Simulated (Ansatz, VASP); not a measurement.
**ZrZn in two plane-wave programs**

Wanted: the spread between two codes on one cell, functional and k mesh. The cell is taken from a series of runs on this material, whose earlier steps may have relaxed, scaled, displaced or heated it; both programs get it as it stands.

Calculated with Ansatz 0.2.0; plane waves, with VASP 6.6.1 beside it; relaxation of cell and atoms at PBEsol and zone-centre phonons at PBEsol.

**1. The structure**

The structure is cubic, space group Pm-3m (No. 221). The conventional cell has a = 3.293 Å, b = 3.293 Å, c = 3.293 Å, α = 90.00°, β = 90.00°, γ = 90.00°. Nearest to Zr lie 8 Zn at 2.85 Å. Zn has 8 Zr at 2.85 Å nearest. Farther neighbours are not listed.

Coordinates:

```xyz
2
Lattice="3.2925 0.0000 0.0000 0.0000 3.2925 0.0000 0.0000 0.0000 3.2925" Properties=species:S:1:pos:R:3 pbc="T T T"
Zr    1.6463    1.6463    1.6463
Zn    0.0000    0.0000    0.0000
```

**2. VASP: relaxation of cell and atoms, PBEsol**

The relaxed volume is the usual yardstick between codes: in a stiff, nearly cubic crystal its relative difference is about their pressure difference at one cell divided by the bulk modulus.

Lines of VASP's logs that name or quote its potential files are left out, and so is its time.

File INCAR:

```
SYSTEM = ZrZn
PREC = Accurate
ENCUT = 500
EDIFF = 1E-07
NELM = 120
ISMEAR = 1
SIGMA = 0.2
LREAL = .FALSE.
ALGO = Normal
GGA = PS
NBANDS = 18
LASPH = .TRUE.
LORBIT = 11
LWAVE = .FALSE.
LCHARG = .FALSE.
ISIF = 3
IBRION = 2
NSW = 80
EDIFFG = -0.005
GGA_COMPAT = .FALSE.
NELMIN = 4
KPAR = 2
```

File POSCAR:

```
ZrZn
1.0
    3.2925260000      0.0000000000      0.0000000000
    0.0000000000      3.2925260000      0.0000000000
    0.0000000000      0.0000000000      3.2925260000
Zr Zn
1 1
Direct
    0.5000000000      0.5000000000      0.5000000000
    0.0000000000      0.0000000000      0.0000000000
```

File KPOINTS:

```
Automatic mesh
0
Gamma
12 12 12
0 0 0
```

Potentials, in the order of the species: Zr_sv and Zn (PBE family, release 64).

On the command line:

```console
> mpirun -np 2 vasp_std
```

Numbers of over 12 decimals in the logs are rounded to 6 here.

Log:

```text
[banner, memory and clock lines left out]
running    2 mpi-ranks, on    1 nodes
 distrk:  each k-point on    1 cores,    2 groups
 distr:  one band on    1 cores,    1 groups

 POSCAR found type information on POSCAR ZrZn
 POSCAR found :  2 types and       2 ions
|                                                                             |
|               ----> ADVICE to this user running VASP <----                  |
|                                                                             |
|     You enforced a specific xc type in the INCAR file but a different       |
|     [... a line on the potential file left out ...]
|     I HOPE YOU KNOW WHAT YOU ARE DOING!                                     |
|                                                                             |

 LDA part: xc-table for (Slater+PW92), standard interpolation
 POSCAR, INCAR and KPOINTS ok, starting setup
 FFT: planning ... GRIDC
 FFT: planning ... GRID_SOFT
 FFT: planning ... GRID
 WAVECAR not read
 entering main loop
       N       E                     dE             d eps       ncg     rms          rms(c)
DAV:   1     0.181879608407E+03    0.18188E+03   -0.12807E+04  3080   0.169E+03
DAV:   2     0.115061157102E+01   -0.18073E+03   -0.17643E+03  3200   0.375E+02
DAV:   3    -0.116647810273E+02   -0.12815E+02   -0.12653E+02  4912   0.933E+01
DAV:   4    -0.119869794104E+02   -0.32220E+00   -0.32126E+00  3702   0.110E+01
DAV:   5    -0.119940399126E+02   -0.70605E-02   -0.70586E-02  4148   0.145E+00    0.122E+01
DAV:   6    -0.113490471628E+02    0.64499E+00   -0.18130E+00  3778   0.213E+01    0.522E+00
DAV:   7    -0.112744610886E+02    0.74586E-01   -0.43895E-01  4220   0.650E+00    0.119E+00
DAV:   8    -0.112664869905E+02    0.79741E-02   -0.38730E-02  3562   0.293E+00    0.718E-01
DAV:   9    -0.112650191129E+02    0.14679E-02   -0.94835E-03  3662   0.101E+00    0.619E-02
DAV:  10    -0.112649268848E+02    0.92228E-04   -0.71631E-04  3618   0.241E-01    0.405E-02
DAV:  11    -0.112649336753E+02   -0.67905E-05   -0.29800E-05  4098   0.764E-02    0.753E-03
DAV:  12    -0.112649338857E+02   -0.21041E-06   -0.31718E-06  3846   0.259E-02    0.201E-03
DAV:  13    -0.112649339010E+02   -0.15312E-07   -0.14590E-07  2108   0.516E-03
   1 F= -.11264934E+02 E0= -.11266729E+02  d E =-.112649E+02
 curvature:   0.00 expect dE= 0.000E+00 dE for cont linesearch  0.000E+00
 trial: gam= 0.00000 g(F)=  0.000E+00 g(S)=  0.175E-03 ort = 0.000E+00 (trialstep = 0.100E+01)
 search vector abs. value=  0.175E-03
 bond charge predicted
       N       E                     dE             d eps       ncg     rms          rms(c)
DAV:   1    -0.112686731415E+02   -0.37393E-02   -0.66656E-02  3856   0.343E+00    0.506E-01
DAV:   2    -0.112653543970E+02    0.33187E-02   -0.12418E-02  3338   0.181E+00    0.161E-01
DAV:   3    -0.112649690710E+02    0.38533E-03   -0.19385E-03  4476   0.448E-01    0.813E-02
DAV:   4    -0.112649455759E+02    0.23495E-04   -0.14151E-04  4664   0.129E-01    0.615E-02
DAV:   5    -0.112649467419E+02   -0.11660E-05   -0.49970E-05  4558   0.538E-02    0.159E-02
DAV:   6    -0.112649466319E+02    0.10998E-06   -0.90335E-06  5004   0.266E-02    0.529E-03
DAV:   7    -0.112649463805E+02    0.25137E-06   -0.48989E-07  3126   0.604E-03    0.181E-03
DAV:   8    -0.112649462829E+02    0.97687E-07   -0.88113E-08  1776   0.263E-03
   2 F= -.11264946E+02 E0= -.11266757E+02  d E =-.123819E-04
 trial-energy change:   -0.000012  1 .order   -0.000010   -0.000175    0.000154
 step:   0.5407(harm=  0.5316)  dis= 0.00000  next Energy=   -11.264981 (dE=-0.475E-04)
 bond charge predicted
       N       E                     dE             d eps       ncg     rms          rms(c)
DAV:   1    -0.112657673045E+02   -0.82092E-03   -0.14048E-02  3848   0.157E+00    0.233E-01
DAV:   2    -0.112650637549E+02    0.70355E-03   -0.26694E-03  3336   0.854E-01    0.743E-02
DAV:   3    -0.112649818056E+02    0.81949E-04   -0.41922E-04  4550   0.216E-01    0.376E-02
DAV:   4    -0.112649777014E+02    0.41042E-05   -0.30408E-05  4614   0.611E-02    0.286E-02
DAV:   5    -0.112649807673E+02   -0.30660E-05   -0.10783E-05  4652   0.250E-02    0.719E-03
DAV:   6    -0.112649817822E+02   -0.10148E-05   -0.18620E-06  4962   0.115E-02    0.248E-03
DAV:   7    -0.112649818689E+02   -0.86742E-07   -0.83658E-08  1970   0.274E-03
   3 F= -.11264982E+02 E0= -.11266785E+02  d E =-.479679E-04
 curvature:  -0.27 expect dE=-0.283E-07 dE for cont linesearch -0.283E-07
 trial: gam=-0.02408 g(F)=  0.233E-65 g(S)=  0.106E-06 ort = 0.431E-05 (trialstep = 0.908E+00)
 search vector abs. value=  0.165E-09
 reached required accuracy - stopping structural energy minimisation
```

Parts of OUTCAR (step 2):

```text
ion  position               nearest neighbor table
   1  0.500  0.500  0.500-   2 2.85   2 2.85   2 2.85   2 2.85   2 2.85   2 2.85   2 2.85   2 2.85

  LATTYP: Found a simple cubic cell.
 ALAT       =     3.2925260000

 Subroutine GETGRP returns: Found 48 space group operations
 (whereof 48 operations were pure point group operations)

The static configuration has the point symmetry O_h .

 Found     84 irreducible k-points:

   k-points           NKPTS =     84   k-points in BZ     NKDIM =     84   number of bands    NBANDS=     18

   dimension x,y,z NGX =    24 NGY =   24 NGZ =   24
   dimension x,y,z NGXF=    48 NGYF=   48 NGZF=   48

   ENCUT  =  500.0 eV  36.75 Ry    6.06 a.u.   6.00  6.00  6.00*2*pi/ulx,y,z

   NELECT =      24.0000    total number of electrons

 k-points in reciprocal lattice and weights: Automatic mesh
   0.00000000  0.00000000  0.00000000       0.001
   0.08333333  0.00000000  0.00000000       0.003
   0.16666667  0.00000000  0.00000000       0.003
   0.25000000  0.00000000  0.00000000       0.003
   0.33333333  0.00000000  0.00000000       0.003
   0.41666667  0.00000000  0.00000000       0.003
   0.50000000  0.00000000  0.00000000       0.002
   0.08333333  0.08333333  0.00000000       0.007
   0.16666667  0.08333333  0.00000000       0.014
[...]
0.50000000  0.50000000  0.41666667       0.003
   0.50000000  0.50000000  0.50000000       0.001

 average (electrostatic) potential at core
       1 -76.3761       2 -32.1770

 E-fermi :   7.0154

 k-point     1 :       0.0000    0.0000    0.0000
  band No.  band energies     occupation
    ...
      8      -0.0069      2.00000
      9      -0.0069      2.00000
     10      -0.0069      2.00000
     11       6.0765      2.00000
     12       6.0765      2.00000
     13      10.6070     -0.00000
     14      10.6070     -0.00000
     15      10.6070     -0.00000
     16      12.6255      0.00000
     17      12.6255      0.00000
    ...

 k-point     2 :       0.0833    0.0000    0.0000
  band No.  band energies     occupation
    ...
      8      -0.0100      2.00000
      9      -0.0100      2.00000
     10      -0.0040      2.00000
     11       6.0927      2.00000
     12       6.0968      2.00000
     13      10.1646     -0.00000
     14      10.1646     -0.00000
     15      10.6109     -0.00000
     16      12.2039      0.00000
     17      13.1589      0.00000
    ...

 k-point     3 :       0.1667    0.0000    0.0000
  band No.  band energies     occupation
    ...
      8      -0.0182      2.00000
      9      -0.0182      2.00000
     10       0.0040      2.00000
     11       6.0632      2.00000
     12       6.1386      2.00000
     13       9.4012     -0.00000
     14       9.4012     -0.00000
     15      10.6216     -0.00000
     16      11.4393      0.00000
     17      14.2009      0.00000
    ...

  Total        0.0012126      0.0012126      0.0012126      0.0000000     -0.0000000      0.0000000
  in kB        0.0543249      0.0543249      0.0543249      0.0000000     -0.0000000      0.0000000
  external PRESSURE =       0.0543249 kB  Pullay stress =       0.0000000 kB

  energy-cutoff  :      500.00
  volume of cell :       35.76
      direct lattice vectors                 reciprocal lattice vectors
     3.294635143  0.000000000  0.000000000     0.303523746  0.000000000 -0.000000000
    -0.000000000  3.294635143  0.000000000     0.000000000  0.303523746 -0.000000000
     0.000000000  0.000000000  3.294635143    -0.000000000 -0.000000000  0.303523746

 POSITION                                       TOTAL-FORCE (eV/Angst)
 -----------------------------------------------------------------------------------
      1.64732      1.64732      1.64732         0.000000      0.000000      0.000000
      0.00000      0.00000      0.00000        -0.000000     -0.000000      0.000000
 -----------------------------------------------------------------------------------
    total drift:                                0.000000      0.000000     -0.000000

  FREE ENERGIE OF THE ION-ELECTRON SYSTEM (eV)
  ---------------------------------------------------
  free  energy   TOTEN  =       -11.2649818689 eV

  energy  without entropy=      -11.2703922762  energy(sigma->0) =      -11.26678534

 reached required accuracy - stopping structural energy minimisation

 total charge
# of ion       s       p       d       tot
------------------------------------------
    1        2.186   5.976   1.632   9.795
    2        0.674   0.550   9.692  10.916
--------------------------------------------------
tot          2.861   6.526  11.324  20.710

[... 3 further parts left out ...]
```

The PAW data sets were made with PBE, which is usual practice but a small mismatch for other functionals. The run keeps the 48 symmetry operations of its start, so it cannot find a distortion of lower symmetry.

**3. Ansatz: relaxation of cell and atoms, PBEsol**

Ansatz runs on its PAW soft_1 files.

The same cell, functional, mesh and smearing now go to Ansatz, which takes its cutoff from its data sets.

File input.yaml:

```yaml
crystal:
  lattice:
    - [3.2925263437, 0.0, 0.0]
    - [0.0, 3.2925263437, 0.0]
    - [0.0, 0.0, 3.2925263437]
  atoms:
    - { symbol: Zr, position: [0.5, 0.5, 0.5] }
    - { symbol: Zn, position: [0.0, 0.0, 0.0] }
kpoints:
  mp_grid: { grid: [12, 12, 12] }
hamiltonian:
  xc: pbesol
  pseudopotentials: { kind: paw, azcp: { folder: soft_1 }, xc_functional: pbe }
scf:
  occupations: { method: methfessel_paxton, width: 0.2 }
output:
  forces: true
  stress: true
  eigenvalues: true
relax:
  adjacent_minimum: "off"
  f_tol: 0.001
  max_steps: 60
  cell: { stress_tol: 0.01 }
```

On the command line:

```console
> ansatz run input.yaml --threads 4 --pin off --max-ram 10240MiB --backend cpu --events-out ev --progress --plain --runs-dir out
```

Log:

```text
Engine: ansatz 0.2.0, aarch64-unknown-linux-gnu
Pseudopotentials: kind: paw
Pseudopotential: Zr, paw, valence charge 12, recommended cutoff 420 eV (normal), soft_1/Zr.paw.azcp
Pseudopotential: Zn, paw, valence charge 12, recommended cutoff 420 eV (normal), soft_1/Zn.paw.azcp
Functional definition: PBEsol
  exchange = pbesol_x
  correlation = pbesol_c
Crystal: 2 atoms, lattice volume = 35.693 Å³
Basis set: ecut = 420 eV, 739 PW (Γ), exchange–correlation on 48×48×48 points (8 copies of the dense FFT grid, shifted against one another)
Bands: 16, of which v1, the nominal top of the filled ones, is band 12 counted from 1 (11 counted from 0)
Symmetry: 48 space group operations
Space group: Pm-3m (ITA 221), of the structure as read, at distance tolerance 3.3e-5 Å
k-points: 84 of 1728
Non-local potential: Zr, projectors of the file, l = 0: 3, l = 1: 2, l = 2: 2, l = 3: 1
Non-local potential: Zn, projectors of the file, l = 0: 2, l = 1: 2, l = 2: 3, l = 3: 1
PAW form: soft (Blöchl's): semilocal exchange-correlation on the pseudo side does not see the compensation charge
PAW frozen core: Zr, regenerated for the run's functional, and the local potential with it (the file was generated under x = pbe(κ = 0.804, μ = 0.219515), c = pbe(β = 0.066725))
PAW frozen core: Zn, regenerated for the run's functional, and the local potential with it (the file was generated under x = pbe(κ = 0.804, μ = 0.219515), c = pbe(β = 0.066725))
PAW one-centre angular grid: Zr, 590 points (default); XC on 64 Gauss nodes
PAW one-centre angular grid: Zn, 590 points (default); XC on 64 Gauss nodes
Initial density: superposition of atomic densities (chi_scale 0.1, normalization cell, long waves kept (reshape's long-wave potential 0.00 eV rms))
Initial wavefunctions: pseudopotential atomic-orbital guess
Functional: x = pbesol(κ = 0.804, μ = 0.123457), c = pbesol(β = 0.046)
SCF iter   1: F=—  HF=-7411.151508 eV  |F-HF|=—  |Δ(HF+E_count)|=         —  Δρ=1.26e-1  dr2=4.43e0  ethr=3.10e-3  ⟨swp⟩=5.1  Hψ=7240  notcnv=0
preconditioner: auto → none  [metal: Δε(μ)=0.087 eV  Ē_g=12.655 eV  σ=0.200 eV  W_gap=0.35  n_scr=6 (ndim 8)  ℏωp=29.2 eV  f_vac=0.000  D(μ)=0.51/eV (n_scr^D=0)  sad-step TF]
SCF iter   2: F=—  HF=-7410.453022 eV  |F-HF|=—  |Δ(HF+E_count)|=   6.98e-1  S|Δr|=    0.00e0  Δρ=5.00e-2  dr2=1.01e0  ethr=3.10e-3  ⟨swp⟩=2.0  Hψ=2985  notcnv=0
SCF iter   3: F=—  HF=-7410.181478 eV  |F-HF|=—  |Δ(HF+E_count)|=   2.72e-1  S|Δr|=    0.00e0  Δρ=1.41e-2  dr2=6.00e-2  ethr=3.10e-3  ⟨swp⟩=2.8  Hψ=2783  notcnv=0
SCF iter   4: F=—  HF=-7410.166444 eV  |F-HF|=—  |Δ(HF+E_count)|=   1.50e-2  S|Δr|=    0.00e0  Δρ=1.87e-3  dr2=7.39e-4  ethr=2.50e-4  ⟨swp⟩=2.0  Hψ=2440  notcnv=0
SCF iter   5: F=—  HF=-7410.167623 eV  |F-HF|=—  |Δ(HF+E_count)|=   1.18e-3  S|Δr|=    0.00e0  Δρ=1.96e-3  dr2=1.05e-3  ethr=3.08e-6  ⟨swp⟩=2.0  Hψ=2046  notcnv=0
SCF iter   6: F=—  HF=-7410.167397 eV  |F-HF|=—  |Δ(HF+E_count)|=   2.26e-4  S|Δr|=    0.00e0  Δρ=7.19e-4  dr2=1.25e-4  ethr=3.08e-6  ⟨swp⟩=2.6  Hψ=2118  notcnv=0
SCF iter   7: F=—  HF=-7410.167363 eV  |F-HF|=—  |Δ(HF+E_count)|=   3.38e-5  S|Δr|=    0.00e0  Δρ=1.76e-5  dr2=7.08e-8  ethr=5.21e-7  ⟨swp⟩=2.0  Hψ=1820  notcnv=0
SCF iter   8: F=—  HF=-7410.167361 eV  |F-HF|=—  |Δ(HF+E_count)|=   2.51e-6  S|Δr|=    0.00e0  Δρ=2.33e-5  dr2=1.72e-7  ethr=2.95e-10  ⟨swp⟩=2.8  Hψ=2497  notcnv=0
SCF iter   9: F=-7410.167361 eV  HF=-7410.167361 eV  |F-HF|=2.40e-9  |Δ(HF+E_count)|=   4.53e-8  S|Δr|=    0.00e0  Δρ=3.17e-6  dr2=2.77e-9  ethr=2.95e-10  ⟨swp⟩=2.4  Hψ=4798  notcnv=0
SCF 1 converged in 9 iterations: F = -7410.167361 eV  dr2 = 2.77e-9
  greatest PAW one-centre occupation: 0.995 electrons in one spin orbital (limit 2), on the Zr atom at site 0 (counted from 0), in its partial waves of l = 0
relax step   1: F+E_penalty+E_count = -7410.16736094 eV  Δ(F+E_penalty+E_count) = +0.000e0 eV  max|allowed force component| = 1.085e-30 eV/Å  Δτ_max = 0.0000 Å  P = +0.009 GPa  Ω = 35.693 Å³  (9 SCF iters, dr2 threshold 1.00e-7 eV, accepted)
Initial density: handed on by an earlier stage of this run
Initial wavefunctions: pseudopotential atomic-orbital guess (no wavefunctions were taken with the density)
iter 1 solved again at ethr=7.29e-8 eV; its pass at ethr=3.10e-3 eV (dr2=1.75e-5 eV) is discarded
SCF iter   1: F=—  HF=-7410.167365 eV  |F-HF|=—  |Δ(HF+E_count)|=         —  Δρ=3.11e-6  dr2=2.85e-9  ethr=7.29e-8  ⟨swp⟩=3.0  Hψ=11041  notcnv=0
eigensolver tolerance schedule: the retry pair's looser diagonalisation over-reported the residual by 6140.77 of it (diagonalisation noise at 0.17 of the residual, at the tolerance the schedule requests for it); recorded, not acted on — ethr = c·dr2/N_el stays at c = 1.0e-1
preconditioner: auto → none  [metal: Δε(μ)=0.104 eV  Ē_g=13.905 eV  σ=0.200 eV  W_gap=0.42  n_scr=6 (ndim 8)  ℏωp=29.2 eV  f_vac=0.000  D(μ)=0.25/eV (n_scr^D=0)]
SCF iter   2: F=—  HF=-7410.167361 eV  |F-HF|=—  |Δ(HF+E_count)|=   4.37e-6  S|Δr|=    0.00e0  Δρ=2.24e-6  dr2=1.30e-9  ethr=1.19e-11  ⟨swp⟩=2.6  Hψ=2504  notcnv=0
SCF iter   3: F=—  HF=-7410.167361 eV  |F-HF|=—  |Δ(HF+E_count)|=  4.49e-10  S|Δr|=    0.00e0  Δρ=4.41e-7  dr2=4.34e-11  ethr=5.43e-12  ⟨swp⟩=2.0  Hψ=2001  notcnv=0
SCF iter   4: F=—  HF=-7410.167361 eV  |F-HF|=—  |Δ(HF+E_count)|=  9.09e-12  S|Δr|=    0.00e0  Δρ=7.68e-8  dr2=1.90e-12  ethr=1.81e-13 (applied; sched 1.00e-12)  ⟨swp⟩=2.1  Hψ=1851  notcnv=0
SCF iter   5: F=-7410.167361 eV  HF=-7410.167361 eV  |F-HF|=1.82e-12  |Δ(HF+E_count)|=    0.00e0  S|Δr|=    0.00e0  Δρ=2.17e-8  dr2=1.05e-13  ethr=1.00e-12  ⟨swp⟩=5.2  Hψ=5123  notcnv=0
SCF 2 converged in 5 iterations: F = -7410.167361 eV  dr2 = 1.05e-13
relax step   2: F+E_penalty+E_count = -7410.16736094 eV  Δ(F+E_penalty+E_count) = -1.706e-9 eV  max|allowed force component| = 1.905e-29 eV/Å  Δτ_max = 0.0000 Å  P = +0.009 GPa  Ω = 35.693 Å³  stress off target by 9.47e-3 GPa  SCF on the basis re-selected at this cell (its energy is not comparable with the rows above)  (5 SCF iters)
basis re-selected at this cell: Δ(F+E_penalty+E_count) = -1.706e-9 eV, ΔP = +0.000 GPa vs the last step (what re-selecting the basis moved, of the pressure what is left beyond the Pulay correction that the steps carried, after the strain that the cell walked since its last selection, with what the two solves' SCF thresholds leave and, on support functions, any second-order correction that the steps lacked; it is no m [...]
SCF converged after 5 iterations
Stability not checked: this state was not tested for a lower state beside it, because cold or Methfessel-Paxton smearing, or corrected tetrahedra, fill the levels in a way that the test cannot read (fill_not_monotonic; see scf.lower_state_search)
Free energy (F): -7410.167361 eV
Harris-Foulkes:  -7410.167361 eV  (|F-HF|=1.82e-12)
Internal energy: -7410.172765 eV  (E = F + TS)
E sigma→0 (E₀):  -7410.168712 eV
Entropy (-TS):   0.005404 eV (2.702 meV/atom)
Fermi energy:    13.620443 eV
--- Per-component energies (eV) ---
  E_band       = -17.511235
  E_kinetic    = 466.007832
  E_local      = -2325.246498  (includes V_loc(G=0)·N_el)
  E_nonlocal   = 891.674592
  E_hartree    = 847.734863
  E_xc         = -232.898817
  E_vxc        = -235.671587  (∫ρ·V_xc dr)
  E_paw        = -4766.511314  (= ΣΔE_a)
  E_vpaw       = -509.745019  (= ΣTr[D̂ρ^β])
  E_aug_tail   = -0.000276  (compensation charges beyond the density's cutoff)
  E_ewald      = -2291.896224
  E_core_change = 0.963077  (= ΣΔE_core)
  E_smearing   = 0.005404  (= −TS)
  E_closure    = 0.000000  (closes the sum)
  Σ components = -7410.167361   (vs F -7410.167361, Δ=0.00e0)
--- Forces (eV/Å), atoms counted from 1 ---
  atom   1  Zr     0.00000000    -0.00000000     0.00000000
  atom   2  Zn    -0.00000000    -0.00000000     0.00000000
  max |Σ_I F_I| component: 3.55e-29 eV/Å
--- Stress (GPa, compression-positive) ---
        0.009465      -0.000000       0.000000
        0.000000       0.009465       0.000000
        0.000000       0.000000       0.009465
  P = ⅓ Tr σ = 0.0095 GPa (0.095 kbar)
--- Band table (eV; the first three rows and the last of 84) ---
  k-point 0: bands = [... 8 lower, 6.6295, 6.6295, 12.6891, 12.6891, 17.2232, 17.2232, 17.2232, 19.2285]
  k-point 1: bands = [... 8 lower, 6.6265, 6.6325, 12.7044, 12.7094, 16.7766, 16.7766, 17.2263, 18.8078]
  k-point 2: bands = [... 8 lower, 6.6183, 6.6407, 12.6755, 12.7475, 16.0085, 16.0085, 17.2347, 18.0451]
  k-point 83: bands = [... 8 lower, 6.8709, 10.7634, 10.7634, 10.7634, 14.0709, 18.7803, 18.7803, 19.6583]
--- Relaxed structure (1 steps of the walk, 1 accepted, 1 SCFs on fresh bases) ---
  F+E_penalty+E_count = -7410.16736094 eV   max|allowed force component| = 1.905e-29 eV/Å   (the final SCF, on the basis selected at the relaxed cell)
  cell:  # Å, volume = 35.6934 Å³
    - [3.2925263437, 0.0, 0.0]
    - [0.0, 3.2925263437, 0.0]
    - [0.0, 0.0, 3.2925263437]
  atoms:
    - { symbol: Zr, position: [0.5, 0.5, 0.5] }
    - { symbol: Zn, position: [0.0, 0.0, 0.0] }
```

**4. Differences**

Known differences besides the potentials themselves: the cutoff is 420 eV in Ansatz and 500 eV in VASP; Ansatz makes its cores anew for this functional, VASP keeps those of its PBE data sets; Ansatz adds a Pulay correction to the stress that steers its cell, VASP none. Total energies have different zeros and are not compared.

Both answers:

```
                                         quantity  Ansatz   VASP  difference
                                      volume (Å³)   35.69  35.76     -0.19 %
edge a after relaxation, in the typed setting (Å)   3.292  3.295     -0.06 %
```

(Part 1 of 2 ends here.)

[Lines on the potential files, build, host, timing and source positions are cut from VASP's logs without a mark.]

[Logs are printed without paths, hosts, clocks, repeated set-up lines and the standing remarks that a program may print on its own settings, such as how far it seeks lower states.]

[Hosts, paths, dates, database ids (printed as entryN), source tags and the programs' standing remarks are cut or masked in the printed files.]
